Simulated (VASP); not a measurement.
Calculation: r2SCAN meta-GGA, VASP's PBE PAW potentials (set 64) (plane waves; VASP).

Gaps are without spin-orbit coupling.

```json
{
  "volume_per_atom": "21.03 Å³/atom",
  "band gap (over mesh and band path)": "2.19 eV",
  "smallest direct gap (over mesh and band path)": "2.19 eV"
}
```

Which relaxed crystal gives these values?
(A) Zn2SeS, P-4m2 (115)
(B) PbS, Fm-3m (225)
(C) BaGaH5, Pmn2_1 (31)
(D) PbO, P4/nmm (129)

A, Zn2SeS, P-4m2 (115)
